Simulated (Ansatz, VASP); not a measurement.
# Cross-check of CrSeO (2H-CrOSe, 1 layer) between VASP and Ansatz

Aim: how closely do two programs agree when they are given the same cell, functional and k mesh? Of the first pair: The structure shown is the start of the Ansatz relaxation below; VASP solves that cell, so the two are compared at the walk's first step.

Program: Ansatz 0.2.0. Level of theory: plane waves, with VASP 6.6.1 beside it; single point at PBE. Results are calculated unless marked as measured.

### 1. The starting structure

The cell holds 3 atoms: 1 Se, 1 Cr and 1 O. Cell: a = 2.927 Å, b = 2.927 Å, c = 19.737 Å, α = 90.0°, β = 90.0°, γ = 120.0°. Vacuum lies along c.

As a file:

```cif
data_structure
_symmetry_space_group_name_H-M 'P 1'
_symmetry_Int_Tables_number 1
_cell_length_a 2.9268
_cell_length_b 2.9268
_cell_length_c 19.7375
_cell_angle_alpha 90.000
_cell_angle_beta 90.000
_cell_angle_gamma 120.000
_cell_volume 146.42
loop_
_atom_site_label
_atom_site_type_symbol
_atom_site_fract_x
_atom_site_fract_y
_atom_site_fract_z
_atom_site_occupancy
Se1 Se 0.33333 0.66667 0.43065 1
Cr2 Cr 0.00000 0.00000 0.52200 1
O3 O 0.33333 0.66667 0.56935 1
```

### 2. Ansatz: relaxation, PBE

Ansatz runs on its default PAW (the set named soft_2) files.

The two programs are compared at the cell with which this relaxation starts, whose forces are those of its first step.

Input file input.yaml:

```yaml
crystal:
  lattice:
    - [2.926782, 0.0, 0.0]
    - [-1.463391, 2.5346675633, 0.0]
    - [0.0, 0.0, 19.7374756374]
  atoms:
    - { symbol: Se, position: [0.3333333333, 0.6666666667, 0.4306528432] }
    - { symbol: Cr, position: [0.0, 0.0, 0.5219974294] }
    - { symbol: O, position: [0.3333333333, 0.6666666667, 0.5693471568] }
kpoints:
  mp_grid: { grid: [12, 12, 1] }
hamiltonian:
  xc: pbe
scf:
  occupations: { method: fermi_dirac, width: 0.05 }
  convergence: { dr2_threshold: 1.0e-08 }
efield:
  axis: 3
  dipole_correction: true
  ramp_position: 0.97
  ramp_width: 0.04
relax:
  f_tol: 0.01
  cell: { fix: [c, alpha, beta] }
output:
  write_potential: true
  write_density: true
  volumetric_format: npy
```

Run with:

```console
> ansatz run input.yaml --threads 4 --pin off --max-ram 8192MiB --backend cpu --events-out ev --progress --plain --runs-dir out
```

Numbers of over 12 decimals in the logs are rounded to 6 here.

Log:

```text
Warning: relax.cell: scf.convergence.dr2_threshold = 1e-8 eV is looser than the 3e-10 eV advised for a relaxation that steers and ends on the stress (1e-10 eV for each atom of the cell: 3). What an SCF threshold leaves in a stress goes as its square root, and in the free energy as the threshold itself, and one threshold admits the most on a small cell: [figures from the program's tests cut] Set scf.convergence.dr2_threshold to 3e-10 eV or tighter. The threshold is an SCF's pass mark: one that does not reach it within its budget of iterations ends unconverged, or closes short of it on a stop that the run arms, and scf.convergence.dr2_threshold's page says what that costs each kind of run
Engine: ansatz 0.2.0, aarch64-unknown-linux-gnu
Pseudopotentials: kind: paw
Pseudopotential: Se, paw, valence charge 16, recommended cutoff 420 eV (normal), Se.paw.azcp
Pseudopotential: Cr, paw, valence charge 14, recommended cutoff 420 eV (normal), Cr.paw.azcp
Pseudopotential: O, paw, valence charge 6, recommended cutoff 420 eV (normal), O.paw.azcp
Functional definition: PBE
  parameter kappa = 0.804
  parameter beta = 0.066725
  exchange = pbe_x(kappa = kappa, mu = beta*pi^2/3)
  correlation = pbe_c(beta = beta)
Crystal: 3 atoms, lattice volume = 146.421 Å³
Basis set: ecut = 420 eV, 2837 PW (Γ), exchange–correlation on 40×40×270 points (8 copies of the dense FFT grid, shifted against one another)
Bands: 22, of which v1, the nominal top of the filled ones, is band 18 counted from 1 (17 counted from 0)
Symmetry: 6 space group operations
Space group: P3m1 (ITA 156), of the structure as read, at distance tolerance 5.3e-5 Å
k-points: 19 of 144 (time reversal used)
Non-local potential: Se, projectors of the file, l = 0: 2, l = 1: 2, l = 2: 3, l = 3: 1
Non-local potential: Cr, projectors of the file, l = 0: 3, l = 1: 2, l = 2: 3, l = 3: 1
Non-local potential: O, projectors of the file, l = 0: 2, l = 1: 2, l = 2: 1
PAW form: soft (Blöchl's): semilocal exchange-correlation on the pseudo side does not see the compensation charge
PAW one-centre angular grid: Se, 590 points (default); XC on 64 Gauss nodes
PAW one-centre angular grid: Cr, 590 points (default); XC on 64 Gauss nodes
PAW one-centre angular grid: O, 110 points (default); XC on 64 Gauss nodes
Initial density: superposition of atomic densities (neutral atoms: chi_scale 0, normalization atom), corrected by the library's trained network
Initial wavefunctions: pseudopotential atomic-orbital guess
Functional: x = pbe(κ = 0.804, μ = 0.219515), c = pbe(β = 0.066725)
SCF iter   1: F=—  HF=-9414.487122 eV  |F-HF|=—  |Δ(HF+E_count)|=         —  Δρ=9.30e-3  dr2=2.95e-1  ethr=1.77e-3  p=-0.108 e·Å  D=-1.33e-1 V/Å  ΔV_dip=2.63 eV  dr2_dipole=5.22e-2  V_vac-E_F(+/−)=6.15/3.52 eV  ⟨swp⟩=8.8  Hψ=2270  notcnv=0
efield: sawtooth ramp at fractional position 0.9700 (set: `efield.ramp_position`, or a place that a band, a saddle search or an elastic batch's reference lends), width 0.0400; the density the first Hamiltonian is built on has a dipole p = -0.108 e·Å; the dipole correction subtracts the counter field D = -1.33e-1 V/Å, which shifts the + side's vacuum level by +2.63 eV against the − side's; the planar-averaged density in the ramp window peaks in size at 4.5e-5 e/Å³
preconditioner: auto → LDOS  [metal: Δε(μ)=0.066 eV  Ē_g=8.137 eV  σ=0.050 eV  W_gap=0.30  n_scr=12 (ndim 8)  ℏωp=13.0 eV  f_vac=0.702  D(μ)=2.48/eV (n_scr^D=10)  β→1.0]
SCF iter   2: F=—  HF=-9414.475785 eV  |F-HF|=—  |Δ(HF+E_count)|=   1.13e-2  Δρ=6.84e-3  dr2=1.55e-1  ethr=8.20e-4  p=-0.083 e·Å  D=-1.03e-1 V/Å  ΔV_dip=2.03 eV  dr2_dipole=2.26e-2  V_vac-E_F(+/−)=6.16/4.12 eV  ⟨swp⟩=2.0  Hψ=656  notcnv=0
SCF iter   3: F=—  HF=-9414.461672 eV  |F-HF|=—  |Δ(HF+E_count)|=   1.41e-2  Δρ=1.53e-3  dr2=4.62e-3  ethr=4.32e-4  p=-0.089 e·Å  D=-1.10e-1 V/Å  ΔV_dip=2.17 eV  dr2_dipole=7.87e-5  V_vac-E_F(+/−)=6.19/4.01 eV  ⟨swp⟩=2.0  Hψ=545  notcnv=0
SCF iter   4: F=—  HF=-9414.460891 eV  |F-HF|=—  |Δ(HF+E_count)|=   7.81e-4  Δρ=3.12e-4  dr2=9.45e-5  ethr=1.28e-5  p=-0.091 e·Å  D=-1.12e-1 V/Å  ΔV_dip=2.21 eV  dr2_dipole=2.87e-8  V_vac-E_F(+/−)=6.20/3.98 eV  ⟨swp⟩=2.9  Hψ=768  notcnv=0
SCF iter   5: F=—  HF=-9414.460906 eV  |F-HF|=—  |Δ(HF+E_count)|=   1.55e-5  Δρ=7.94e-5  dr2=1.49e-5  ethr=2.63e-7  p=-0.091 e·Å  D=-1.12e-1 V/Å  ΔV_dip=2.21 eV  dr2_dipole=1.08e-6  V_vac-E_F(+/−)=6.20/3.99 eV  ⟨swp⟩=2.4  Hψ=713  notcnv=0
SCF iter   6: F=—  HF=-9414.460909 eV  |F-HF|=—  |Δ(HF+E_count)|=   2.60e-6  Δρ=2.94e-5  dr2=6.66e-7  ethr=4.13e-8  p=-0.090 e·Å  D=-1.12e-1 V/Å  ΔV_dip=2.21 eV  dr2_dipole=1.43e-9  V_vac-E_F(+/−)=6.20/3.99 eV  ⟨swp⟩=2.0  Hψ=547  notcnv=0
[...]
SCF iter   4: F=—  HF=-9414.484984 eV  |F-HF|=—  |Δ(HF+E_count)|=   4.49e-8  Δρ=7.48e-6  dr2=7.57e-8  ethr=4.36e-9  p=-0.104 e·Å  D=-1.28e-1 V/Å  ΔV_dip=2.53 eV  dr2_dipole=9.36e-10  V_vac-E_F(+/−)=6.48/3.95 eV  ⟨swp⟩=1.8  Hψ=461  notcnv=0
SCF iter   5: F=-9414.484984 eV  HF=-9414.484984 eV  |F-HF|=1.82e-9  |Δ(HF+E_count)|=   5.33e-8  Δρ=1.54e-6  dr2=5.24e-9  ethr=2.78e-11  p=-0.104 e·Å  D=-1.28e-1 V/Å  ΔV_dip=2.52 eV  dr2_dipole=3.24e-10  V_vac-E_F(+/−)=6.48/3.95 eV  ⟨swp⟩=9.1  Hψ=3188  notcnv=0
SCF 5 converged in 5 iterations: F = -9414.484984 eV  dr2 = 5.24e-9
relax step   5: F+E_penalty+E_count = -9414.48498360 eV  Δ(F+E_penalty+E_count) = -4.970e-7 eV  max|allowed force component| = 4.957e-3 eV/Å  Δτ_max = 0.0012 Å  P = -0.009 GPa  Ω = 146.992 Å³  energy of the carried Pulay correction = -3.368e-4 eV  fix = [c, alpha, beta]  reactions: c -0.018 GPa  (5 SCF iters, accepted)
Initial wavefunctions: pseudopotential atomic-orbital guess (no wavefunctions were taken with the density)
iter 1 solved again at ethr=1.69e-6 eV; its pass at ethr=3.10e-3 eV (dr2=6.09e-4 eV) is discarded
SCF iter   1: F=—  HF=-9414.483909 eV  |F-HF|=—  |Δ(HF+E_count)|=         —  Δρ=1.04e-4  dr2=3.81e-7  ethr=1.69e-6  p=-0.104 e·Å  D=-1.28e-1 V/Å  ΔV_dip=2.52 eV  dr2_dipole=2.91e-9  V_vac-E_F(+/−)=6.48/3.95 eV  ⟨swp⟩=3.5  Hψ=3397  notcnv=0
efield: sawtooth ramp at fractional position 0.9700 (set: `efield.ramp_position`, or a place that a band, a saddle search or an elastic batch's reference lends), width 0.0400; the density the first Hamiltonian is built on has a dipole p = -0.104 e·Å; the dipole correction subtracts the counter field D = -1.28e-1 V/Å, which shifts the + side's vacuum level by +2.52 eV against the − side's; the planar-averaged density in the ramp window peaks in size at 9.6e-6 e/Å³
eigensolver tolerance schedule: the retry pair's looser diagonalisation over-reported the residual by 1598.85 of it (diagonalisation noise at 6.86 of the residual, at the tolerance the schedule requests for it); recorded, not acted on — ethr = c·dr2/N_el stays at c = 1.0e-1
SCF iter   2: F=—  HF=-9414.485303 eV  |F-HF|=—  |Δ(HF+E_count)|=   1.39e-3  Δρ=1.08e-5  dr2=1.70e-7  ethr=1.06e-9  p=-0.104 e·Å  D=-1.28e-1 V/Å  ΔV_dip=2.52 eV  dr2_dipole=9.86e-9  V_vac-E_F(+/−)=6.48/3.96 eV  ⟨swp⟩=3.8  Hψ=1010  notcnv=0
SCF iter   3: F=—  HF=-9414.485301 eV  |F-HF|=—  |Δ(HF+E_count)|=   2.49e-6  Δρ=1.17e-5  dr2=2.95e-7  ethr=4.73e-10  p=-0.104 e·Å  D=-1.28e-1 V/Å  ΔV_dip=2.52 eV  dr2_dipole=1.27e-8  V_vac-E_F(+/−)=6.48/3.95 eV  ⟨swp⟩=2.6  Hψ=761  notcnv=0
SCF iter   4: F=-9414.485303 eV  HF=-9414.485302 eV  |F-HF|=9.29e-7  |Δ(HF+E_count)|=   1.57e-6  Δρ=1.39e-6  dr2=2.38e-9  ethr=2.78e-11  p=-0.104 e·Å  D=-1.28e-1 V/Å  ΔV_dip=2.52 eV  dr2_dipole=2.61e-10  V_vac-E_F(+/−)=6.48/3.95 eV  ⟨swp⟩=10.5  Hψ=3240  notcnv=0
SCF 6 converged in 4 iterations: F = -9414.485303 eV  dr2 = 2.38e-9
relax step   6: F+E_penalty+E_count = -9414.48530327 eV  Δ(F+E_penalty+E_count) = -3.197e-4 eV  max|allowed force component| = 4.991e-3 eV/Å  Δτ_max = 0.0000 Å  P = -0.005 GPa  Ω = 146.992 Å³  fix = [c, alpha, beta]  reactions: c -0.012 GPa  stress off target by 1.14e-3 GPa on what of the cell is left free  SCF on the basis re-selected at this cell (its energy is not comparable with the rows above)  (4 SCF iters)
basis re-selected at this cell: Δ(F+E_penalty+E_count) = -3.197e-4 eV, ΔP = +0.005 GPa vs the last step (what re-selecting the basis moved, of the pressure what is left beyond the Pulay correction that the steps carried, after the strain that the cell walked since its last selection, with what the two solves' SCF thresholds leave and, on support functions, any second-order correction that the steps lacked; it is no m [...]
WARN: The output density's exchange-correlation potential varies sharply where the density is thin. Do not read a vacuum level from v_tot or v_xc, or from such a field of the output density. On a cell that repeats whose density bears no net charge and no dipole along the vacuum's axis use v_es (v_loc + v_h of the components); under efield.dipole_correction with no amplitude use v_es + v_field, which holds any externa [...]
SCF converged after 4 iterations
Free energy (F): -9414.485303 eV
Harris-Foulkes:  -9414.485302 eV  (|F-HF|=9.29e-7)
Internal energy: -9414.472335 eV  (E = F + TS)
E sigma→0 (E₀):  -9414.478819 eV
Entropy (-TS):   -0.012968 eV (-4.323 meV/atom)
Fermi energy:    -0.278474 eV
Dipole field:    D = -0.127941 V/Å  (p = -0.103930 e·Å, saw-weighted, corrected)
Work function:   Φ+ = 6.4799 eV   Φ− = 3.9547 eV
Levels:          The Fermi level and band energies are counted from a zero that moves with the ramp; work functions are not
--- Per-component energies (eV) ---
  E_band       = -1027.864122
  E_kinetic    = 635.678971
  E_local      = -36733.179358  (includes V_loc(G=0)·N_el)
  E_nonlocal   = -469.600610
  E_hartree    = 17981.814511
  E_xc         = -317.871169
  E_vxc        = -370.786019  (∫ρ·V_xc dr)
  E_paw        = -3262.690434  (= ΣΔE_a)
  E_vpaw       = -53.564493  (= ΣTr[D̂ρ^β])
  E_aug_tail   = 0.002309  (compensation charges beyond the density's cutoff)
  E_efield     = 0.006648  (sawtooth field / dipole correction)
  E_vefield    = -0.045315  (∫n·V_field dr)
  E_ewald      = 12751.366797
  E_smearing   = -0.012968  (= −TS)
  E_closure    = 0.000000  (closes the sum)
  Σ components = -9414.485303   (vs F -9414.485303, Δ=0.00e0)
--- Forces (eV/Å), atoms counted from 1 ---
  atom   1  Se    -0.00000000    -0.00000000     0.00498770
  atom   2  Cr     0.00000000     0.00000000    -0.00281976
  atom   3  O      0.00000000    -0.00000000    -0.00217870
  max |Σ_I F_I| component: 1.08e-5 eV/Å
--- Stress (GPa, compression-positive) ---
       -0.001143       0.000000      -0.000000
       -0.000000      -0.001143       0.000000
        0.000000       0.000000      -0.011995
  P = ⅓ Tr σ = -0.0048 GPa (-0.048 kbar)
--- Band table (eV; the first three rows and the last of 19) ---
  k-point 0: bands = [... 14 lower, -4.1871, -1.6671, -1.6671, -0.0226, 1.3037, 1.3037, 2.6862, 2.6862]
  k-point 1: bands = [... 14 lower, -4.0528, -1.8685, -1.7423, -0.1313, 1.2341, 1.3281, 1.9923, 2.5272]
  k-point 2: bands = [... 14 lower, -3.7847, -2.6183, -1.9035, -0.4924, 0.7306, 1.2768, 1.3525, 2.2519]
  k-point 18: bands = [... 14 lower, -5.0908, -4.6542, -2.7958, -1.4387, -0.3366, 0.7801, 1.1885, 1.8165]
--- Relaxed structure (5 steps of the walk, 5 accepted, 1 SCFs on fresh bases) ---
  F+E_penalty+E_count = -9414.48530327 eV   max|allowed force component| = 4.991e-3 eV/Å   (the final SCF, on the basis selected at the relaxed cell)
  cell:  # Å, volume = 146.9920 Å³
    - [2.932485, 0.0, 0]
    - [-1.466242, 2.539606, 0]
    - [0, 0, 19.7374756374]
  atoms:
    - { symbol: Se, position: [0.333333, 0.666667, 0.432450] }
    - { symbol: Cr, position: [0, -3.7007434155248937e-17, 0.520038] }
    - { symbol: O, position: [0.333333, 0.666667, 0.569509] }
```

(Part 1 of 2 ends here.)

[Lines on the potential files, build, host, timing and source positions are cut from VASP's logs without a mark.]

[Logs are printed without paths, hosts, clocks, repeated set-up lines and the standing remarks that a program may print on its own settings, such as how far it seeks lower states.]

[Hosts, paths, dates, database ids (printed as entryN), source tags and the programs' standing remarks are cut or masked in the printed files.]
